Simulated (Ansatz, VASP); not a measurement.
**HfIn4SiO6: VASP beside Ansatz**

```
Hf In Si O
1.0
     2.71603   -4.70332    0.00448
     2.71603    4.70332    0.00448
    -1.86309    0.00000    7.40415
Hf In Si O
1 4 1 6
Cartesian
  2.7160 2.7768 0.0045
  1.7845 1.2098 3.7066
  2.7160 -0.3586 0.0045
  1.7845 4.3741 3.7066
  1.7845 -1.9666 3.7066
  2.7160 -3.4942 0.0045
  -1.1351 -0.1798 6.4177
  4.7040 -0.1798 0.9954
  1.6933 -2.1708 6.4226
  1.8757 -2.1708 0.9906
  1.5632 1.2736 0.9906
  2.0058 1.2736 6.4226
```

The cell was built by a generator and needn't be a form met in nature.

Alike in both runs: task single point; functional PBE; k mesh 6 × 6 × 4; occupations fermi-dirac, width 0.05 eV; no spin polarisation.

|  | VASP | Ansatz |
| --- | --- | --- |
| version | VASP 6.6.1 | Ansatz 0.2.0 |
| potentials or method | VASP PAW PBE potentials, release 64 (Hf_pv, In_d, Si, O) | Ansatz PAW |
| plane-wave cutoff (eV) | 520 | 420 |
| valence electrons in the cell | 102 | 118 |

Ansatz gave:

- gap on the k mesh at the Fermi level (eV): none
- pressure (GPa): 0.0
- largest component of the traceless stress (GPa): 0.15
- rms of the force components (eV/Å): 0.005

Q: What did VASP give for the same quantities?

A: gap on the k mesh at the Fermi level (eV): none; pressure (GPa): -0.4; largest component of the traceless stress (GPa): 0.07; rms of the force components (eV/Å): 0.052.

Atom by atom the forces differ by 0.055 eV/Å (rms over components). A gap of «none» marks a metal or a gap that the smearing closes. The two sets of potentials don't hold the same shells in valence.

Caveats: the pressure holds a Pulay correction of +0.4 GPa for the finite cutoff (Ansatz). The runs have no spin-orbit coupling, so splittings on Hf are missing.
